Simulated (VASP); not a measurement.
A convergence study with VASP on CoGa (CsCl type): one setting is varied, all else stays as given below, so the limit is that of these other settings. Each run relaxes cell and ions; the cell shown is the tightest run's result.

```
CELL_PARAMETERS angstrom
      2.88223     0.00000     0.00000
      0.00000     2.88223     0.00000
      0.00000     0.00000     2.88223
ATOMIC_POSITIONS crystal
  Ga 0.50000 0.50000 0.50000
  Co 0.00000 0.00000 0.00000
```

Method: PBE GGA, VASP's PBE PAW potentials (set 64) (plane waves; VASP 6.6.1). The tightest run used: 550 eV cut-off, 17×17×17 Γ-centred mesh, first-order Methfessel-Paxton smearing of 0.10 eV, potentials Ga_d Co.

The reference is 17×17×17 mesh, which took about 4 core-minutes. The timings are rough (shared machines, no repeats); factors under 2 mean little.

Problem. Of the settings 2×2×2 mesh; 3×3×3 mesh; 4×4×4 mesh; 5×5×5 mesh; 6×6×6 mesh; 7×7×7 mesh; 8×8×8 mesh; 9×9×9 mesh; 10×10×10 mesh; 11×11×11 mesh; 12×12×12 mesh; 13×13×13 mesh; 14×14×14 mesh; 15×15×15 mesh; 16×16×16 mesh; 17×17×17 mesh, which is the lowest that keeps the difference from the reference in relaxed volume (Å³/atom) within 0.02 from there on, and what does it cost?

Solution. 5×5×5 mesh; its cost over the reference is about 1/8.
```
setting        difference in relaxed volume (Å³/atom)  cost over the reference
-------------  --------------------------------------  -----------------------
2×2×2 mesh                                      0.060                about 1/9
3×3×3 mesh                                      0.074               about 1/10
4×4×4 mesh                                      0.053                about 1/9
5×5×5 mesh                                      0.014                about 1/8
6×6×6 mesh                                      0.009                about 1/5
7×7×7 mesh                                      0.010                about 1/5
8×8×8 mesh                                      0.008                about 1/4
9×9×9 mesh                                      0.001                about 1/4
10×10×10 mesh                                   0.001                about 1/4
11×11×11 mesh                                   0.001                about 1/3
12×12×12 mesh                                   0.001                about 1/2
13×13×13 mesh                                   0.000                about 1/2
14×14×14 mesh                                   0.001     within a factor of 2
15×15×15 mesh                                   0.001     within a factor of 2
16×16×16 mesh                                   0.000     within a factor of 2
17×17×17 mesh                                   0.000                reference
```

Left out are rungs that failed or repeat a setting and relaxations that didn't move; long series are thinned to 24 rows.

The compound is CoGa in the CsCl type structure. The run is not spin-polarised, so no magnetic state was tried.
